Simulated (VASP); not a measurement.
Na2IF (strained ordered alloy on rocksalt lattice), PBE single-point calculation: VASP's output and Ansatz's

POSCAR

```
F  I  Na
 1.0000000000000000
     1.9179601961961967    1.1073348355855290    6.6127010816972094
    -1.9179601961961967    1.1073348355855290    6.6127010816972094
     0.0000000000000000   -2.2146696711210581    6.6127010817055822
 F   I   Na
   1   1   2
Cartesian
  1.9179601961961967  1.1073348355855288  6.6127010816972094
  0.0000000000000000  0.0000000000249998  9.9190516225500005
 -0.0000000000000000  0.0000000000136399  5.4118101405905650
 -0.0000000000000001  0.0000000000363604 14.4262931045094387
```

VASP ran with the recommended PBE PAW datasets (28 valence electrons in the cell).

From OUTCAR

```
k-points           NKPTS =     65   k-points in BZ     NKDIM =     65   number of bands    NBANDS=     22

   NELECT =      28.0000    total number of electrons

   dimension x,y,z NGX =    54 NGY =   54 NGZ =   54
   dimension x,y,z NGXF=   108 NGYF=  108 NGZF=  108

  energy-cutoff  :      520.00
  volume of cell :       84.27
      direct lattice vectors                 reciprocal lattice vectors
     1.917960196  1.107334836  6.612701082     0.260693627  0.150511536  0.050408045
    -1.917960196  1.107334836  6.612701082    -0.260693627  0.150511536  0.050408045
     0.000000000 -2.214669671  6.612701082     0.000000000 -0.301023071  0.050408045

 k-points in reciprocal lattice and weights: KPOINTS created by Atomic Simulation Env
   0.00000000  0.00000000  0.00000000       0.002
   0.12500000  0.00000000 -0.00000000       0.012
   0.25000000  0.00000000 -0.00000000       0.012
   0.37500000  0.00000000 -0.00000000       0.012
   0.50000000  0.00000000 -0.00000000       0.006
   0.12500000  0.12500000 -0.00000000       0.012
   0.25000000  0.12500000 -0.00000000       0.023
   0.37500000  0.12500000 -0.00000000       0.023
   ...

 E-fermi :   3.3901

 k-point     1 :       0.0000    0.0000    0.0000
  band No.  band energies     occupation
      1     -21.0395      2.00000
      2     -20.9257      2.00000
      3     -20.9257      2.00000
      4     -20.9248      2.00000
      5     -20.9120      2.00000
      6     -20.9120      2.00000
      7     -19.8745      2.00000
      8      -9.7018      2.00000
      9      -1.9478      2.00000
     10      -1.4737      2.00000
     11      -1.4737      2.00000
     12       0.0770      2.00000
     13       2.8682      2.00000
     14       2.8682      2.00000
     15       4.2486      0.00000
     16       8.6625      0.00000
     17      10.9636      0.00000
     18      11.3762      0.00000
     19      11.3762      0.00000
     20      11.7849      0.00000
     21      12.6507      0.00000
     22      12.6507      0.00000

 k-point     2 :       0.1250    0.0000   -0.0000
  band No.  band energies     occupation
      1     -21.0386      2.00000
      2     -20.9357      2.00000
      3     -20.9275      2.00000
      4     -20.9214      2.00000
      5     -20.9173      2.00000
      6     -20.9119      2.00000
      7     -19.8638      2.00000
      8      -9.6018      2.00000
      9      -1.8710      2.00000
     10      -1.5699      2.00000
     11      -1.4880      2.00000
     12       0.1138      2.00000
     13       2.0468      2.00000
     14       2.7001      2.00000
     15       4.6151      0.00000
     16       9.3650      0.00000
     17      10.4683      0.00000
     18      10.7285      0.00000
     19      11.3862      0.00000
     20      11.8978      0.00000
     21      12.1024      0.00000
     22      12.4113      0.00000

 k-point     3 :       0.2500    0.0000   -0.0000
  band No.  band energies     occupation
      1     -21.0394      2.00000
      2     -20.9518      2.00000
      3     -20.9315      2.00000
      4     -20.9293      2.00000
      5     -20.9181      2.00000
      6     -20.9120      2.00000
      7     -19.8389      2.00000
      8      -9.3399      2.00000
      9      -1.7892      2.00000
     10      -1.6818      2.00000
     11      -1.5221      2.00000
     12       0.2348      2.00000
     13       0.6042      2.00000
     14       2.3386      2.00000
     15       5.4819      0.00000
     16       8.9978      0.00000
     17       9.0471      0.00000
     18      10.7203      0.00000
     19      11.7331      0.00000
     20      11.9385      0.00000
     21      12.6809      0.00000
     22      13.3382      0.00000

 k-point     4 :       0.3750    0.0000   -0.0000
  band No.  band energies     occupation
      1     -21.0455      2.00000
      2     -20.9643      2.00000
      3     -20.9351      2.00000
      4     -20.9313      2.00000
      5     -20.9215      2.00000
      6     -20.9125      2.00000
      7     -19.8156      2.00000
      8      -9.0410      2.00000
      9      -1.9733      2.00000
     10      -1.5557      2.00000
     11      -1.5133      2.00000
     12      -0.5532      2.00000
     13       0.4125      2.00000
     14       2.0241      2.00000
     15       6.6074      0.00000
     16       7.9133      0.00000
     17       8.4025      0.00000
     18       9.7797      0.00000
     19      11.6035      0.00000
     20      11.6736      0.00000
     21      12.4733      0.00000
     22      13.5179      0.00000

 ...

  Total        1.8050335      1.8050335      0.7513467     -0.0000000     -0.0000000     -0.0000000
  in kB       34.3199897     34.3199897     14.2857239     -0.0000000     -0.0000000     -0.0000000
  external PRESSURE =      27.6419011 kB  Pullay stress =       0.0000000 kB

 POSITION                                       TOTAL-FORCE (eV/Angst)
 -----------------------------------------------------------------------------------
      0.00000      0.00000      0.00000         0.000000     -0.000000     -0.000000
      0.00000      0.00000      9.91905        -0.000000      0.000000     -0.000000
      0.00000      0.00000      5.41181         0.000000     -0.000000     -0.026154
      0.00000      0.00000     14.42629         0.000000      0.000000      0.026154
 -----------------------------------------------------------------------------------
    total drift:                               -0.000000      0.000000     -0.000000

  FREE ENERGIE OF THE ION-ELECTRON SYSTEM (eV)
  ---------------------------------------------------
  free  energy   TOTEN  =       -13.1186016428 eV

  energy  without entropy=      -13.1186016428  energy(sigma->0) =      -13.11860164
```

Each program uses its own PAW datasets. VASP's cell holds 28 valence electrons and Ansatz's 42. Ansatz's stress includes a Pulay correction; VASP's doesn't.

**Question.** What does Ansatz give for the same cell and level of theory?

**Answer.** gap between bands v and c 1.39 eV; least direct gap 1.39 eV; pressure 2.8 GPa; largest force 0.03 eV/Å.

Ansatz printed

```
SCF 1 converged in 7 iterations: F = -11298.478445 eV  dr2 = 3.85e-9
  Residual-converged pass: ⟨swp⟩=1.0  Hψ=1951  notcnv=0  max |occ|·‖R‖ = 7.0e-9 eV (tolerance 1.0e-8 eV)  dr2=3.85e-9  dr2_onsite=1.57e-9  max |Δocc| = 2.4e-25
  greatest PAW one-centre occupation: 0.999 electrons in one spin orbital (limit 2), on the Na atom at site 3 (counted from 0), in its partial waves of l = 0
NSCF: frozen V_eff on 8 k-points
SCF converged after 7 iterations
Free energy (F): -11298.478445 eV
Harris-Foulkes:  -11298.478445 eV  (|F-HF|=1.17e-9)
Internal energy: -11298.478445 eV  (E = F + TS)
E sigma→0 (E₀):  -11298.478445 eV
Fermi energy:    6.296880 eV
--- Per-component energies (eV) ---
  E_band       = -809.950825
  E_kinetic    = 639.739143
  E_local      = -4826.981404  (includes V_loc(G=0)·N_el)
  E_nonlocal   = 213.586442
  E_hartree    = 2030.676786
  E_xc         = -288.210881
  E_vxc        = -334.186975  (∫ρ·V_xc dr)
  E_paw        = -5543.700697  (= ΣΔE_a)
  E_vpaw       = -563.463692  (= ΣTr[D̂ρ^β])
  E_aug_tail   = 0.001767  (compensation charges beyond the density's cutoff)
  E_ewald      = -3523.589601
  E_smearing   = -0.000000  (= −TS)
  E_closure    = -0.000000  (closes the sum)
  Σ components = -11298.478445   (vs F -11298.478445, Δ=0.00e0)
--- Forces (eV/Å), atoms counted from 1 ---
  atom   1  F     -0.00000000     0.00000000     0.00000000
  atom   2  I      0.00000000     0.00000000     0.00000000
  atom   3  Na     0.00000000    -0.00000000    -0.02738946
  atom   4  Na     0.00000000     0.00000000     0.02738946
  max |Σ_I F_I| component: 3.47e-18 eV/Å
--- Stress (GPa, compression-positive) ---
        3.472565       0.000000       0.000000
        0.000000       3.472565      -0.000000
       -0.000000      -0.000000       1.447277
  P = ⅓ Tr σ = 2.7975 GPa (27.975 kbar)
--- Band table (eV; the first three rows and the last of 65) ---
  k-point 0: bands = ["-46.3095", "-46.3035", "-38.5966", "-38.5771", "-38.5771", "-38.5110", "-38.5110", "-18.3289", "-18.2166", "-18.2166", "-18.2149", "-18.2031", "-18.2031", "-17.1663", "-6.9945", "0.7607", "1.2336", "1.2336", "2.7825", "5.5771", "5.5771", "6.9644", "11.3835", "13.6736", "14.1560", "14.1560"]
  k-point 1: bands = ["-46.3092", "-46.3036", "-38.5964", "-38.5773", "-38.5772", "-38.5109", "-38.5106", "-18.3281", "-18.2264", "-18.2185", "-18.2120", "-18.2081", "-18.2029", "-17.1557", "-6.8948", "0.8371", "1.1375", "1.2192", "2.8196", "4.7563", "5.4091", "7.3303", "12.0897", "13.1933", "13.4759", "14.1162"]
  k-point 2: bands = ["-46.3083", "-46.3038", "-38.5959", "-38.5776", "-38.5773", "-38.5109", "-38.5096", "-18.3293", "-18.2424", "-18.2225", "-18.2199", "-18.2086", "-18.2030", "-17.1311", "-6.6336", "0.9190", "1.0250", "1.1850", "2.9407", "3.3146", "5.0479", "8.1964", "11.7285", "11.7762", "13.4376", "14.4516"]
  k-point 64: bands = ["-46.3095", "-46.3035", "-38.5966", "-38.5771", "-38.5771", "-38.5110", "-38.5110", "-18.3254", "-18.2191", "-18.2168", "-18.2168", "-18.2030", "-18.2030", "-17.1656", "-6.9972", "1.1439", "1.2348", "1.2348", "2.0478", "5.5704", "5.5704", "8.6298", "10.1698", "11.5825", "14.1962", "14.1962"]
```
